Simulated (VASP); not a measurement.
Runs of VASP 6.6.1 on Be4H. It takes space group P6/mmm (No. 191, hexagonal). The conventional cell has a = 3.002 Å, b = 3.002 Å, c = 4.554 Å, α = 90.00°, β = 90.00°, γ = 120.00°. Be (site symmetry mmm) has 4 Be at 1.50 Å and 2 H at 1.50 Å as nearest neighbours. Around Be (site symmetry 6/mmm) lie 2 H at 2.28 Å. Around H (site symmetry 6/mmm) lie 6 Be at 1.50 Å. The cell was built by a generator and needn't be a form met in nature.

```csv
task,level,potentials or basis,cell,cutoff (eV),smearing,gap on the mesh (eV),pressure (GPa),relaxed volume (Å³/atom)
atomic charges,LDA,"VASP PAW LDA potentials, release 64 (Be, H)",cell strained at random at fixed volume,500,fermi-dirac 0.05 eV,none,96.6,-
single point,PBE,"VASP PAW PBE potentials, release 64 (Be, H)",as given,520,fermi-dirac 0.05 eV,none,99.5,-
relaxation of cell and atoms,PBE,"VASP PAW PBE potentials, release 64 (Be, H)",relaxed,600,gaussian 0.05 eV,none,0.1,8.56
relaxation of cell and atoms,PBEsol,"VASP PAW PBE potentials, release 64 (Be, H)",relaxed,600,gaussian 0.05 eV,none,0.0,(a)
optical spectrum,vdW-DF,"VASP PAW PBE potentials, release 64 (Be, H_s)",as given,400,gaussian 0.05 eV,none,102.8,-
```

Alike in all rows: no spin polarisation; k mesh 10 × 10 × 6.

**Question.** Estimate the missing entries.

**Answer.** (a) 8.49.

Caveats: a pressure of tens of GPa on the cell as given is suspect, and the run, the potentials or the cell itself is likely at fault (some runs); the volume moved by over 15 % at a fixed basis, so the end points are rough (some runs); the PAW data sets were made with another functional, which shifts forces and pressure a little (some runs); spectra need much finer meshes, so this one isn't converged (some runs); independent-particle spectra lack excitons (some runs); the intraband (Drude) part of a metal's response may be missing (some runs).

A gap of «none» marks a metal or a gap under the smearing width.
